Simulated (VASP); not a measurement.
Input of a VASP 6.6.1 run:

INCAR

```
SYSTEM = Ta2S2N
PREC = Accurate
ENCUT = 520
EDIFF = 1E-6
ISMEAR = 0
SIGMA = 0.1
LREAL = .False.
LASPH = .True.
NELM = 100
ALGO = Normal
ISIF = 2
LWAVE = .False.
LCHARG = .False.
LDIPOL = .True.
IDIPOL = 3
DIPOL = 0.5 0.5 0.500
GGA = PE
NBANDS = 28
```

Contents of KPOINTS:

```
regular mesh
0
Gamma
  4 4 1
  0 0 0
```

File POSCAR:

```
Ta2S2N
1.0
    4.4570630000      0.0000000000      0.0000000000
    0.0000000000      4.4570630000      0.0000000000
    0.0000000000      0.0000000000     18.0000000000
Ta S N
2 2 1
Direct
    0.0000000000      0.5000000000      0.5000000000
    0.5000000000      0.0000000000      0.5000000000
    0.5000000000      0.5000000000      0.4029167300
    0.5000000000      0.5000000000      0.5970832700
    0.0000000000      0.0000000000      0.5000000000
```

Potentials or basis: VASP PAW PBE potentials, release 64 (Ta_pv, S, N).

Run with:

```console
$ cat potpaw_PBE.64/Ta_pv/POTCAR potpaw_PBE.64/S/POTCAR potpaw_PBE.64/N/POTCAR > POTCAR
$ mpirun -np 1 vasp_std > vasp.out
```

(1) What does it give for the band gap on the k mesh?

(2) Estimate the largest force.

## Answers

(1) none (metal or under the smearing width).

(2) 2.172 eV/Å.
